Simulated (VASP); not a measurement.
# A point defect in a supercell of Sc3BC3, part 3 of 3

Aim: the formation energy and local structure of a point defect in Sc3BC3. The cell is invented: other elements were put on sites of a known structure type. It may not be a known or stable phase.

VASP 6.6.1, plane waves and PAW; the level of theory is named at each step.

So far. Step 2 (Relaxing the host crystal): The run ended after 3 ionic steps, 0.380 eV below its first step, once forces and stress met EDIFFG = -0.02. Step 3 (The perfect supercell): The host is treated as a metal, as its relaxation found a gap under 0.3 eV or none, and only the neutral defect is run.

**4. Reference Sc**

This step: LDA; plane waves and PAW (Sc_sv) (VASP 6.6.1).

System of this step: Sc. It takes space group P6_3/mmc (No. 194, hexagonal). The conventional cell has a = 3.310 Å, b = 3.310 Å, c = 5.276 Å, α = 90.00°, β = 90.00°, γ = 120.00°. Sc has 12 Sc at 3.26 to 3.31 Å nearest.

The reference for Sc is its crystal, relaxed at the cutoff of the large cell.

INCAR reads:

```
SYSTEM = Sc
PREC = Normal
ENCUT = 400
EDIFF = 1E-05
NELM = 120
ISMEAR = 1
SIGMA = 0.1
LREAL = Auto
ALGO = Fast
GGA = CA
NBANDS = 17
LORBIT = 11
LWAVE = .FALSE.
LCHARG = .FALSE.
IBRION = 2
NSW = 25
ISIF = 3
EDIFFG = -0.02
POTIM = 0.4
```

POSCAR reads:

```
Sc
1.0
    3.3100000000      0.0000000000      0.0000000000
   -1.6550000000      2.8665440865      0.0000000000
    0.0000000000      0.0000000000      5.2761400000
Sc
2
Direct
    0.0000000000      0.0000000000      0.0000000000
    0.3333333333      0.6666666667      0.5000000000
```

KPOINTS reads:

```
Automatic mesh
0
Gamma
9 9 5
0 0 0
```

Potentials, in the order of the species: Sc_sv (LDA family, release 64).

The run is started by

```bash
export OMP_NUM_THREADS=8
mpirun -np 1 vasp_std
```

What it wrote:

```text
[banner, memory and clock lines left out]
running    1 mpi-ranks, on    1 nodes
 distrk:  each k-point on    1 cores,    1 groups
 distr:  one band on    1 cores,    1 groups
 Offloading initialized ...    1 GPUs detected
 POSCAR found type information on POSCAR Sc
 POSCAR found :  1 types and       2 ions
|                                                                             |
|               ----> ADVICE to this user running VASP <----                  |
|                                                                             |
|     You have a (more or less) 'small supercell' and for smaller cells       |
|     it is recommended to use the reciprocal-space projection scheme!        |
|     The real-space optimization is not efficient for small cells and it     |
|     is also less accurate ...                                               |
|     Therefore, set LREAL=.FALSE. in the INCAR file.                         |
|                                                                             |

 LDA part: xc-table for (Slater(with rela. corr.)+CA(PZ))
 , standard interpolation
 POSCAR, INCAR and KPOINTS ok, starting setup
 FFT: planning ... GRIDC
 FFT: planning ... GRID_SOFT
 FFT: planning ... GRID
 WAVECAR not read
 entering main loop
       N       E                     dE             d eps       ncg     rms          rms(c)
DAV:   1     0.269451413831E+03    0.26945E+03   -0.89261E+03  1224   0.113E+03
DAV:   2    -0.119185324091E+01   -0.27064E+03   -0.26584E+03  1600   0.568E+02
DAV:   3    -0.146431909497E+02   -0.13451E+02   -0.12881E+02  2034   0.142E+02
DAV:   4    -0.148373133951E+02   -0.19412E+00   -0.19318E+00  1847   0.151E+01
DAV:   5    -0.148398181069E+02   -0.25047E-02   -0.25033E-02  2070   0.200E+00    0.749E+00
RMM:   6    -0.134375505950E+02    0.14023E+01   -0.18761E+00  1351   0.195E+01    0.255E+00
RMM:   7    -0.133674986677E+02    0.70052E-01   -0.36945E+00  1467   0.146E+01    0.140E+00
RMM:   8    -0.133406022385E+02    0.26896E-01   -0.23623E-01  1410   0.646E+00    0.499E-01
RMM:   9    -0.133499799276E+02   -0.93777E-02   -0.15167E-01  1513   0.177E+00    0.117E-01
RMM:  10    -0.133522731306E+02   -0.22932E-02   -0.28597E-02  1602   0.769E-01    0.923E-02
RMM:  11    -0.133528181448E+02   -0.54501E-03   -0.75423E-03  1430   0.960E-01    0.929E-02
RMM:  12    -0.133527192150E+02    0.98930E-04   -0.45980E-03  1460   0.570E-01    0.161E-02
RMM:  13    -0.133528673266E+02   -0.14811E-03   -0.15556E-03  1239   0.156E-01    0.209E-02
RMM:  14    -0.133528827391E+02   -0.15413E-04   -0.29685E-04  1097   0.908E-02    0.148E-02
RMM:  15    -0.133528925277E+02   -0.97886E-05   -0.10599E-04  1047   0.500E-02    0.157E-02
RMM:  16    -0.133528945587E+02   -0.20310E-05   -0.26588E-05   932   0.331E-02
   1 F= -.13352895E+02 E0= -.13352140E+02  d E =-.133529E+02
 curvature:   0.00 expect dE= 0.000E+00 dE for cont linesearch  0.000E+00
 trial: gam= 0.00000 g(F)=  0.852E-48 g(S)=  0.156E+00 ort = 0.000E+00 (trialstep = 0.100E+01)
 search vector abs. value=  0.156E+00
 bond charge predicted
       N       E                     dE             d eps       ncg     rms          rms(c)
DAV:   1    -0.153768599317E+02   -0.20240E+01   -0.56929E+01  1512   0.109E+02    0.989E+00
RMM:   2    -0.135645289464E+02    0.18123E+01   -0.36390E+00  1429   0.295E+01    0.339E+00
RMM:   3    -0.134389022176E+02    0.12563E+00   -0.27750E+00  1471   0.161E+01    0.168E+00
RMM:   4    -0.134427311526E+02   -0.38289E-02   -0.22649E-01  1510   0.642E+00    0.480E-01
RMM:   5    -0.134447344479E+02   -0.20033E-02   -0.44627E-02  1606   0.204E+00    0.138E-01
RMM:   6    -0.134454617212E+02   -0.72727E-03   -0.74980E-03  1559   0.774E-01    0.706E-02
RMM:   7    -0.134453504067E+02    0.11131E-03   -0.16556E-03  1422   0.597E-01    0.251E-02
RMM:   8    -0.134453781699E+02   -0.27763E-04   -0.45498E-04  1347   0.219E-01    0.104E-02
RMM:   9    -0.134453833566E+02   -0.51866E-05   -0.99034E-05  1134   0.117E-01
   2 F= -.13445383E+02 E0= -.13444946E+02  d E =-.924888E-01
[...]
3 F= -.13446229E+02 E0= -.13445789E+02  d E =-.933347E-01
[...]
4 F= -.13446197E+02 E0= -.13445757E+02  d E =-.933023E-01
[...]
5 F= -.13447946E+02 E0= -.13447401E+02  d E =-.174896E-02
 trial-energy change:   -0.001749  1 .order   -0.001804   -0.002196   -0.001412
 step:   2.8446(harm=  2.8446)  dis= 0.00000  next Energy=   -13.449271 (dE=-0.307E-02)
 bond charge predicted
       N       E                     dE             d eps       ncg     rms          rms(c)
DAV:   1    -0.134587383468E+02   -0.10797E-01   -0.13357E+00  1450   0.251E+01    0.791E-01
RMM:   2    -0.134527157593E+02    0.60226E-02   -0.73160E-02  1401   0.441E+00    0.464E-01
RMM:   3    -0.134486411691E+02    0.40746E-02   -0.22613E-02  1483   0.167E+00    0.727E-02
RMM:   4    -0.134487923651E+02   -0.15120E-03   -0.22070E-03  1507   0.541E-01    0.453E-02
RMM:   5    -0.134488068595E+02   -0.14494E-04   -0.29371E-04  1391   0.193E-01    0.163E-02
RMM:   6    -0.134488110249E+02   -0.41654E-05   -0.59068E-05   976   0.125E-01
   6 F= -.13448811E+02 E0= -.13448306E+02  d E =-.261420E-02
 curvature:  -1.41 expect dE=-0.895E-04 dE for cont linesearch -0.836E-04
 trial: gam= 0.00000 g(F)=  0.776E-47 g(S)=  0.633E-04 ort =-0.357E-03 (trialstep = 0.138E+01)
 search vector abs. value=  0.633E-04
 reached required accuracy - stopping structural energy minimisation
```

Elapsed: 50 s, on 1 × NVIDIA H100 80GB HBM3, 81559 MiB with 1 MPI rank of AMD EPYC 7R13 (Zen 3), shared host; peak memory 1.7 GiB.

From OUTCAR (step 4):

```text
  LATTYP: Found a hexagonal cell.
 ALAT       =     3.3100000000
 C/A-ratio  =     1.5940000000

 Subroutine GETGRP returns: Found 24 space group operations
 (whereof 12 operations were pure point group operations)

The static configuration has the point symmetry D_3h.
 The point group associated with its full space group is D_6h.

 Found     36 irreducible k-points:

   k-points           NKPTS =     36   k-points in BZ     NKDIM =     36   number of bands    NBANDS=     17

   dimension x,y,z NGX =    16 NGY =   16 NGZ =   28
   dimension x,y,z NGXF=    32 NGYF=   32 NGZF=   56

   ENCUT  =  400.0 eV  29.40 Ry    5.42 a.u.   5.40  5.40  8.60*2*pi/ulx,y,z

   NELECT =      22.0000    total number of electrons

 E-fermi :   3.9842

 k-point     1 :       0.0000    0.0000    0.0000
  band No.  band energies     occupation
    ...
      6     -23.3196      2.00000
      7     -23.3196      2.00000
      8     -23.2765      2.00000
      9      -1.2434      2.00000
     10       2.2267      2.00000
     11       4.9921     -0.00000
     12       5.6048     -0.00000
     13       5.6048     -0.00000
     14       5.9746     -0.00000
     15       6.1279      0.00000
    ...

 k-point     2 :       0.1111    0.0000    0.0000
  band No.  band energies     occupation
    ...
      6     -23.3625      2.00000
      7     -23.3243      2.00000
      8     -23.2875      2.00000
      9      -0.9556      2.00000
     10       2.4581      2.00000
     11       4.6654     -0.00000
     12       5.1711     -0.00000
     13       5.8207     -0.00000
     14       5.9497     -0.00000
     15       6.1821      0.00000
    ...

  Total       -0.0318579     -0.0318579      0.0353598      0.0000000     -0.0000000     -0.0000000
  in kB       -1.1297760     -1.1297760      1.2539667      0.0000000     -0.0000000     -0.0000000
  external PRESSURE =      -0.3351951 kB  Pullay stress =       0.0000000 kB

  energy-cutoff  :      400.00
  volume of cell :       45.18
      direct lattice vectors                 reciprocal lattice vectors
     3.234866575  0.000000000 -0.000000000     0.309131761  0.178477305 -0.000000000
    -1.617433287  2.801476631  0.000000000    -0.000000000  0.356954611 -0.000000000
     0.000000000  0.000000000  4.985301913     0.000000000 -0.000000000  0.200589657

 POSITION                                       TOTAL-FORCE (eV/Angst)
 -----------------------------------------------------------------------------------
      3.23487      0.00000     -0.00000         0.000000      0.000000     -0.000000
     -0.00000      1.86765      2.49265        -0.000000      0.000000      0.000000
 -----------------------------------------------------------------------------------
    total drift:                                0.000000     -0.000000     -0.000000

  FREE ENERGIE OF THE ION-ELECTRON SYSTEM (eV)
  ---------------------------------------------------
  free  energy   TOTEN  =       -13.4488110249 eV

  energy  without entropy=      -13.4472957883  energy(sigma->0) =      -13.44830595

 total charge
# of ion       s       p       d       tot
------------------------------------------
    1        2.298   6.111   1.092   9.501
    2        2.298   6.111   1.092   9.501
--------------------------------------------------
tot          4.596  12.222   2.184  19.002

[... 1 part as in an earlier step ...]

[... 7 further parts left out ...]
```

CONTCAR:

```
Sc
    1.000000000000000
     3.2348665745038439    0.0000000000000000   -0.0000000000000000
    -1.6174332872519219    2.8014766313488231    0.0000000000000000
     0.0000000000000000    0.0000000000000000    4.9853019134896845
  Sc
     2
Direct
     1.0000000000000000    0.0000000000000000    0.0000000000000000
     0.3333333332999970    0.6666666667000030    0.5000000000000000
```

The run keeps the 24 symmetry operations of its start, so it cannot find a distortion of lower symmetry.

Relaxation path:

```tsv
step	energy less that of the first step (eV)	largest force (eV/Å)	pressure (GPa)	volume (Å³)
1	0.0000	0.0000	-5.20	50.06
2	-0.0925	0.0000	-0.57	45.50
3	-0.0933	0.0000	0.14	45.05
4	-0.0933	0.0000	-0.01	45.14
5	-0.0951	0.0000	-0.01	45.16
6	-0.0959	0.0000	-0.03	45.18
```

```tsv
conventional cell, symmetrised	before	after	change
a (Å)	3.310	3.235	-2.3 %
b (Å)	3.310	3.235	-2.3 %
c (Å)	5.276	4.985	-5.5 %
volume (Å³/atom)	25.03	22.59	-9.8 %
```

Final coordinates:

```
Sc
1.0
     3.23487    0.00000    0.00000
    -1.61743    2.80148    0.00000
     0.00000    0.00000    4.98530
Sc
2
Direct
  0.00000 0.00000 0.00000
  0.33333 0.66667 0.50000
```

This step gave:

```
electronic cycles       : 48
electrons               : 22
free energy (TOTEN)     : -13.45 eV
energy at zero smearing : -13.45 eV
Fermi energy            : 3.984 eV
```

The run ended after 6 ionic steps, 0.096 eV below its first step, once forces and stress met EDIFFG = -0.02.

The edges of the cell as typed change unequally, by -5.5 to -2.3 %. In a metal that hangs on the k mesh, which was not refined here; the energy is less touched by it than the shape.

Energy at zero smearing: -13.44831 eV.

**5. Relaxing the defect**

This step: LDA; plane waves and PAW (Sc_sv, B, C) (VASP 6.6.1).

System of this step: Sc35B12C36. The cell holds 83 atoms: 35 Sc, 12 B and 36 C. Its edges and angles: a = 9.244 Å, b = 9.244 Å, c = 13.866 Å, α = 90.0°, β = 90.0°, γ = 90.0°. It derives from Sc3BC3. Nearest the centre at fractional (0.000, 0.250, 0.167): C73 at 2.31 Å, C51 at 2.31 Å, B42 at 2.31 Å, C48 at 2.31 Å, B36 at 2.31 Å, C72 at 2.31 Å, Sc25 at 3.27 Å, Sc31 at 3.27 Å.

The host is treated as a metal, since its gap is under 0.3 eV or closed. The run keeps 8 symmetry operations, which cuts the number of k-points but bars distortions that break them. The atoms relax at the host's fixed cell.

INCAR reads:

```
SYSTEM = Sc35B12C36
PREC = Normal
ENCUT = 400
EDIFF = 1E-05
NELM = 120
ISMEAR = 1
SIGMA = 0.2
LREAL = Auto
ALGO = Fast
GGA = CA
LORBIT = 11
LWAVE = .FALSE.
LCHARG = .TRUE.
IBRION = 2
NSW = 50
ISIF = 2
EDIFFG = -0.03
POTIM = 0.4
MAXMIX = 40
ISYM = 2
```

POSCAR reads:

```
Sc35B12C36
1.0
    9.2439075222      0.0000000000      0.0000000000
    0.0000000000      9.2439075222      0.0000000000
    0.0000000000      0.0000000000     13.8658612833
Sc B C
35 12 36
Direct
    0.0000000000      0.2500000000      0.5000000000
    0.0000000000      0.2500000000      0.8333333300
    0.0000000000      0.7500000000      0.1666666700
    0.0000000000      0.7500000000      0.5000000000
    0.0000000000      0.7500000000      0.8333333300
    0.5000000000      0.2500000000      0.1666666700
    0.5000000000      0.2500000000      0.5000000000
    0.5000000000      0.2500000000      0.8333333300
    0.5000000000      0.7500000000      0.1666666700
    0.5000000000      0.7500000000      0.5000000000
    0.5000000000      0.7500000000      0.8333333300
    0.2500000000      0.0000000000      0.1666666700
    0.2500000000      0.0000000000      0.5000000000
    0.2500000000      0.0000000000      0.8333333300
    0.2500000000      0.5000000000      0.1666666700
    0.2500000000      0.5000000000      0.5000000000
    0.2500000000      0.5000000000      0.8333333300
    0.7500000000      0.0000000000      0.1666666700
    0.7500000000      0.0000000000      0.5000000000
    0.7500000000      0.0000000000      0.8333333300
    0.7500000000      0.5000000000      0.1666666700
    0.7500000000      0.5000000000      0.5000000000
    0.7500000000      0.5000000000      0.8333333300
    0.2500000000      0.2500000000      0.0000000000
    0.2500000000      0.2500000000      0.3333333300
    0.2500000000      0.2500000000      0.6666666700
    0.2500000000      0.7500000000      0.0000000000
    0.2500000000      0.7500000000      0.3333333300
    0.2500000000      0.7500000000      0.6666666700
    0.7500000000      0.2500000000      0.0000000000
    0.7500000000      0.2500000000      0.3333333300
    0.7500000000      0.2500000000      0.6666666700
    0.7500000000      0.7500000000      0.0000000000
    0.7500000000      0.7500000000      0.3333333300
    0.7500000000      0.7500000000      0.6666666700
    0.2500000000      0.2500000000      0.1666666700
    0.2500000000      0.2500000000      0.5000000000
    0.2500000000      0.2500000000      0.8333333300
    0.2500000000      0.7500000000      0.1666666700
    0.2500000000      0.7500000000      0.5000000000
    0.2500000000      0.7500000000      0.8333333300
    0.7500000000      0.2500000000      0.1666666700
    0.7500000000      0.2500000000      0.5000000000
    0.7500000000      0.2500000000      0.8333333300
    0.7500000000      0.7500000000      0.1666666700
    0.7500000000      0.7500000000      0.5000000000
    0.7500000000      0.7500000000      0.8333333300
    0.0000000000      0.0000000000      0.1666666700
    0.0000000000      0.0000000000      0.5000000000
    0.0000000000      0.0000000000      0.8333333300
    0.0000000000      0.5000000000      0.1666666700
    0.0000000000      0.5000000000      0.5000000000
    0.0000000000      0.5000000000      0.8333333300
    0.5000000000      0.0000000000      0.1666666700
    0.5000000000      0.0000000000      0.5000000000
    0.5000000000      0.0000000000      0.8333333300
    0.5000000000      0.5000000000      0.1666666700
    0.5000000000      0.5000000000      0.5000000000
    0.5000000000      0.5000000000      0.8333333300
    0.2500000000      0.0000000000      0.0000000000
    0.2500000000      0.0000000000      0.3333333300
    0.2500000000      0.0000000000      0.6666666700
    0.2500000000      0.5000000000      0.0000000000
    0.2500000000      0.5000000000      0.3333333300
    0.2500000000      0.5000000000      0.6666666700
    0.7500000000      0.0000000000      0.0000000000
    0.7500000000      0.0000000000      0.3333333300
    0.7500000000      0.0000000000      0.6666666700
    0.7500000000      0.5000000000      0.0000000000
    0.7500000000      0.5000000000      0.3333333300
    0.7500000000      0.5000000000      0.6666666700
    0.0000000000      0.2500000000      0.0000000000
    0.0000000000      0.2500000000      0.3333333300
    0.0000000000      0.2500000000      0.6666666700
    0.0000000000      0.7500000000      0.0000000000
    0.0000000000      0.7500000000      0.3333333300
    0.0000000000      0.7500000000      0.6666666700
    0.5000000000      0.2500000000      0.0000000000
    0.5000000000      0.2500000000      0.3333333300
    0.5000000000      0.2500000000      0.6666666700
    0.5000000000      0.7500000000      0.0000000000
    0.5000000000      0.7500000000      0.3333333300
    0.5000000000      0.7500000000      0.6666666700
```

KPOINTS reads:

```
Automatic mesh
0
Monkhorst-Pack
4 4 3
0 0 0
```

PAW data sets: Sc_sv, B and C (LDA family, release 64).

What it wrote:

```text
[banner, memory and clock lines left out]
running    1 mpi-ranks, on    1 nodes
[...]
Offloading initialized ...    1 GPUs detected
[...]
LDA part: xc-table for (Slater(with rela. corr.)+CA(PZ))
 , standard interpolation
 POSCAR, INCAR and KPOINTS ok, starting setup
[...]
entering main loop
       N       E                     dE             d eps       ncg     rms          rms(c)
DAV:   1     0.105995413577E+05    0.10600E+05   -0.20178E+05  5752   0.145E+03
DAV:   2     0.946268374014E+03   -0.96533E+04   -0.95100E+04  7352   0.775E+02
DAV:   3    -0.474174856267E+03   -0.14204E+04   -0.13732E+04  8760   0.364E+02
DAV:   4    -0.651551555074E+03   -0.17738E+03   -0.15963E+03  9128   0.973E+01
[...]
RMM:  26    -0.594335292267E+03   -0.21468E-04   -0.22034E-04  4126   0.143E-02    0.648E-03
RMM:  27    -0.594335304743E+03   -0.12476E-04   -0.13480E-04  3942   0.105E-02    0.463E-03
RMM:  28    -0.594335313414E+03   -0.86708E-05   -0.89338E-05  3846   0.788E-03
   1 F= -.59433531E+03 E0= -.59434629E+03  d E =-.594335E+03
[... from here on, the cycles between the ionic steps are left out ...]
   2 F= -.59439849E+03 E0= -.59441009E+03  d E =-.631737E-01
   3 F= -.59449856E+03 E0= -.59451174E+03  d E =-.163246E+00
   5 F= -.59456164E+03 E0= -.59457582E+03  d E =-.577728E-01
   7 F= -.59482585E+03 E0= -.59483898E+03  d E =-.321980E+00
   9 F= -.59489937E+03 E0= -.59491112E+03  d E =-.735249E-01
  11 F= -.59523590E+03 E0= -.59523964E+03  d E =-.410046E+00
  13 F= -.57913109E+03 E0= -.57912134E+03  d E =0.156948E+02
  15 F= -.59660994E+03 E0= -.59660218E+03  d E =-.178409E+01
  17 F= -.59661150E+03 E0= -.59660246E+03  d E =-.178565E+01
  19 F= -.59666397E+03 E0= -.59665639E+03  d E =-.307466E-01
  21 F= -.59674275E+03 E0= -.59673488E+03  d E =-.737642E-01
  23 F= -.59735010E+03 E0= -.59734200E+03  d E =-.681117E+00
  25 F= -.59888171E+03 E0= -.59887326E+03  d E =-.221273E+01
  27 F= -.59925289E+03 E0= -.59924627E+03  d E =-.258391E+01
  29 F= -.59963655E+03 E0= -.59962984E+03  d E =-.383660E+00
  30 F= -.60017421E+03 E0= -.60016948E+03  d E =-.921314E+00
[...]
opt :   6.6180  next Energy=  -601.192588 (dE=-0.194E+01)
[...]
N       E                     dE             d eps       ncg     rms          rms(c)
DAV:   1    -0.599054531028E+03    0.11197E+01   -0.47929E+02  6512   0.862E+01    0.566E+00
RMM:   2    -0.600917723832E+03   -0.18632E+01   -0.23499E+01  7518   0.125E+01    0.104E+00
RMM:   3    -0.601239193869E+03   -0.32147E+00   -0.32773E+00  7758   0.333E+00    0.141E+00
 hard stop encountered!  aborting job ...
|                                                                             |
|           W    W    AA    RRRRR   N    N  II  N    N   GGGG   !!!           |
|           W    W   A  A   R    R  NN   N  II  NN   N  G    G  !!!           |
|           W    W  A    A  R    R  N N  N  II  N N  N  G       !!!           |
|           W WW W  AAAAAA  RRRRR   N  N N  II  N  N N  G  GGG   !            |
|           WW  WW  A    A  R   R   N   NN  II  N   NN  G    G                |
|           W    W  A    A  R    R  N    N  II  N    N   GGGG   !!!           |
|                                                                             |
|     The electronic self-consistency was not achieved in the given           |
|     number of steps (NELM). The forces and other quantities evaluated       |
|     might not be reliable so examine the results carefully. If you find     |
|     spurious results, we suggest increasing NELM, if you were close to      |
|     convergence or switching to a different ALGO or adjusting the           |
|     density mixing parameters otherwise.                                    |
|                                                                             |
```

Elapsed: 51 min, on 1 × NVIDIA H100 80GB HBM3, 81559 MiB with 1 MPI rank.

The run was stopped at its time limit, so it gives no result of its own.

**6. Outcome**

```json
{
  "result": "none"
}
```

The session ends without its result: «relax the defect» met its time limit.

[Lines on the potential files, build, host, timing and source positions are cut from VASP's logs without a mark.]

[Logs are printed without paths, hosts, clocks, repeated set-up lines and the standing remarks that a program may print on its own settings, such as how far it seeks lower states.]

[Hosts, paths, dates, database ids (printed as entryN), source tags and the programs' standing remarks are cut or masked in the printed files.]

[In band tables of VASP the shares of atoms and orbitals are scaled to a sum of 1 inside the atoms' spheres.]

[Runs that stopped without an error message from VASP are left out.]
